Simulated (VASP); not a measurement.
```
CELL_PARAMETERS angstrom
     -1.71410     1.71410     1.71410
      1.71410    -1.71410     1.71410
      1.71410     1.71410    -1.71410
ATOMIC_POSITIONS crystal
  Li 0.00000 0.00000 0.00000
```

All values below come from PBE GGA, VASP's PBE PAW potentials (set 64) (plane waves; VASP). Settings: 600 eV cut-off, 14×14×14 Γ-centred mesh, first-order Methfessel-Paxton smearing of 0.10 eV, potentials Li_sv.

Each relaxation starts from this cell; other phases were not tried.

Problem. The cell is relaxed at 2 GPa. What happens?

Solution. The volume per atom goes from 20.14 to 17.85 Å³ (-11.4 %), and the cell becomes a = b = c = 3.2926 Å, α = β = γ = 90.00°, space group Im-3m.

Problem. The cell is relaxed at 30 GPa. What happens?

Solution. The volume per atom goes from 20.14 to 10.19 Å³ (-49.4 %), and the cell becomes a = b = c = 2.7313 Å, α = β = γ = 90.00°, space group Im-3m.

Failed runs are left out, and for metals the shear rows, which the mesh's noise covers.

The compound is Li in the bcc structure.
